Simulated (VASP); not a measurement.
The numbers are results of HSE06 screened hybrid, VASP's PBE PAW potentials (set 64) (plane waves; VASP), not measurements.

VASP ran on this input.

INCAR:
```
SYSTEM = LiCl
PREC = Accurate
ENCUT = 520
EDIFF = 1E-6
NELM = 60
ALGO = Normal
LREAL = .FALSE.
LASPH = .TRUE.
ISMEAR = 0
SIGMA = 0.05
GGA = PE
HFSCREEN = 0.2
AEXX = 0.25
LHFCALC = .TRUE.
PRECFOCK = Fast
ISYM = 3
LWAVE = .FALSE.
LCHARG = .FALSE.
ISIF = 2
```

File KPOINTS:
```
Regular mesh
0
Gamma
 6 6 6
```

File POSCAR:
```
LiCl
1
    0.0000000000     2.5954471995     2.5954471995
    2.5954471995     0.0000000000     2.5954471995
    2.5954471995     2.5954471995     0.0000000000
Li Cl
1 1
Direct
  0.0000000000   0.0000000000   0.0000000000
  0.5000000000   0.5000000000   0.5000000000
```

POTCAR, in this order: Li_sv Cl (PBE.64 set). Program: vasp_std. Read from the step before: WAVECAR.

What VASP printed:

OUTCAR:
```
 ion  position               nearest neighbor table
   1  0.000  0.000  0.000-   2 2.60   2 2.60   2 2.60   2 2.60   2 2.60   2 2.60
   2  0.500  0.500  0.500-   1 2.60   1 2.60   1 2.60   1 2.60   1 2.60   1 2.60
  LATTYP: Found a face centered cubic cell.
 ALAT       =     5.1908943990
 Subroutine PRICEL returns:
 Original cell was already a primitive cell.
 Subroutine GETGRP returns: Found 48 space group operations
The static configuration has the point symmetry O_h .
The dynamic configuration has the point symmetry O_h .
 Subroutine INISYM returns: Found 48 space group operations
 Subroutine IBZKPT returns following result:
 Found     16 irreducible k-points:

 Following reciprocal coordinates:
            Coordinates               Weight
  0.000000  0.000000  0.000000      1.000000
  0.166667  0.000000  0.000000      8.000000
  0.333333  0.000000  0.000000      8.000000
  0.500000  0.000000  0.000000      4.000000
  0.166667  0.166667  0.000000      6.000000
  0.333333  0.166667  0.000000     24.000000
  0.500000  0.166667  0.000000     24.000000
 -0.333333  0.166667  0.000000     24.000000
 -0.166667  0.166667  0.000000     12.000000
  0.333333  0.333333  0.000000      6.000000
  0.500000  0.333333  0.000000     24.000000
 -0.333333  0.333333  0.000000     12.000000
  0.500000  0.500000  0.000000      3.000000
  0.500000  0.333333  0.166667     24.000000
 -0.333333  0.333333  0.166667     24.000000
 -0.333333  0.500000  0.166667     12.000000
 Subroutine IBZKPT_HF returns following result:
   k-points           NKPTS =     16   k-points in BZ     NKDIM =    216   number of bands    NBANDS=      9
   number of dos      NEDOS =    301   number of ions     NIONS =      2
   total plane-waves  NPLWV =  21952
   dimension x,y,z NGX =    28 NGY =   28 NGZ =   28
   dimension x,y,z NGXF=    56 NGYF=   56 NGZF=   56
   ions per type =               1   1
   PREC   = accura    normal or accurate (medium, high low for compatibility)
...
```

OSZICAR:
```
       N       E                     dE             d eps       ncg     rms          rms(c)
DAV:   1    -0.846839393949E+01   -0.84684E+01   -0.13963E-01   288   0.366E+00    0.446E-01
DAV:   2    -0.846962653649E+01   -0.12326E-02   -0.44761E-03   372   0.674E-01    0.299E-01
DAV:   3    -0.846952954286E+01    0.96994E-04   -0.13178E-04   391   0.124E-01    0.178E-01
DAV:   4    -0.846949241012E+01    0.37133E-04   -0.26352E-05   347   0.471E-02    0.106E-01
DAV:   5    -0.846948257324E+01    0.98369E-05   -0.11135E-05   391   0.308E-02    0.631E-02
DAV:   6    -0.846947998900E+01    0.25842E-05   -0.29741E-06   298   0.178E-02    0.369E-02
DAV:   7    -0.846947938958E+01    0.59942E-06   -0.11688E-06   273   0.119E-02
   1 F= -.84694794E+01 E0= -.84694794E+01  d E =-.184075E-21
```

File OUTCAR:
```
------------------------ aborting loop because EDIFF is reached ----------------------------------------
  FORCE on cell =-STRESS in cart. coord.  units (eV):
  Direction    XX          YY          ZZ          XY          YZ          ZX
  --------------------------------------------------------------------------------------
  Total       -0.3112021     -0.3112021     -0.3112021      0.0000000     -0.0000000     -0.0000000
  in kB      -14.2589143    -14.2589143    -14.2589143      0.0000000     -0.0000000     -0.0000000
  external PRESSURE =     -14.2589143 kB  Pullay stress =       0.0000000 kB
  volume of cell :       34.97
      direct lattice vectors                 reciprocal lattice vectors
     0.000000000  2.595447200  2.595447200    -0.192645029  0.192645029  0.192645029
     2.595447200  0.000000000  2.595447200     0.192645029 -0.192645029  0.192645029
     2.595447200  2.595447200  0.000000000     0.192645029  0.192645029 -0.192645029
  FREE ENERGIE OF THE ION-ELECTRON SYSTEM (eV)
  ---------------------------------------------------
  free  energy   TOTEN  =        -8.4694793896 eV

  energy  without entropy=       -8.4694793896  energy(sigma->0) =       -8.46947939

  exchange ACFDT corr.  =         0.00000000  see jH, gK, PRB 81, 115126
```
(Selected blocks of OUTCAR.)

The compound is LiCl in the rock salt structure. This cell is one point of a volume scan, at 1.03 of the reference volume. The cell's shape comes from a PBE relaxation.
